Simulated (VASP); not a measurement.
BeTe (zinc blende), at 0.96 of the tabulated volume:

```
BeTe
1.0
    0.00000     2.77696     2.77696
    2.77696     0.00000     2.77696
    2.77696     2.77696     0.00000
Be Te
1 1
Direct
  0.00000   0.00000   0.00000
  0.25000   0.25000   0.25000
```

The lowest empty band near X, direction across the valley's axis, from PBE with spin-orbit coupling in VASP (PAW); its two spin partners are averaged. The gap over the points computed is 1.57 eV, and the next band on that side lies 0.74 eV away at the edge.

Numerical set-up: 400 eV cut-off, 9×9×9 Γ-centred mesh, Gaussian smearing of 0.050 eV, potentials Be Te.

```tsv
distance from the edge in k (1/Å)	distance in energy (meV)
0.018	4.9
0.025	9.6
0.035	18.7
0.050	38.1
0.070	74.4
```

**Question.** Fit E(1 + αE) = ħ²k²/2m* (ħ²/2m0 = 3.810 eV Å²) and predict the row at 0.095 1/Å.

**Answer.** The rows don't resolve α, so a parabola serves: the electron mass is m* = 0.251 m0, and so 137.2 meV. The run gave 136.0 meV, -1.2 meV from the fit.

Left out are points under 3 meV from the edge, since the levels carry 0.1 meV, and points farther than half the way to the next band.

The compound is BeTe in the zinc blende structure. The cell was not relaxed at this level.
